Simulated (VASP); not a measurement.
Here is the system:

```
CELL_PARAMETERS angstrom
      0.00000     2.98372     2.98372
      2.98372     0.00000     2.98372
      2.98372     2.98372     0.00000
ATOMIC_POSITIONS crystal
  Pb 0.00000 0.00000 0.00000
  S  0.50000 0.50000 0.50000
```

Method: PBE GGA with D3 dispersion (zero damping), VASP's PBE PAW potentials (set 64) (plane waves; VASP 6.6.1). Run with 520 eV cut-off, Gaussian smearing of 0.050 eV, potentials Pb_d S.

Unless said otherwise, spin-orbit coupling is left out, though it shifts the bands of the heavy elements here.

Question: Give the energies of bands 7 to 13 at the high-symmetry points, in eV from the valence-band maximum.

Answer: 
```
band      Γ      X      U      L      W
----  -----  -----  -----  -----  -----
7     -6.05  -7.16  -7.89  -8.72  -7.86
8     -2.06  -5.02  -4.61  -1.69  -4.27
9     -2.06  -3.31  -2.82  -1.69  -4.27
10    -2.06  -3.31  -2.39   0.00  -0.97
11     5.18   3.96   3.35   0.43   2.22
12     5.18   5.53   4.13   2.02   4.68
13     5.18   5.63   5.04   2.02   4.68
```

The gap is direct, 0.43 eV, from the valence maximum at L to the conduction minimum at L.

Measured: gap 0.37 eV (computed value off by +0.06 eV), as given by Wikipedia, List of semiconductor materials.

The compound is PbS in the rock salt structure. It was relaxed first.
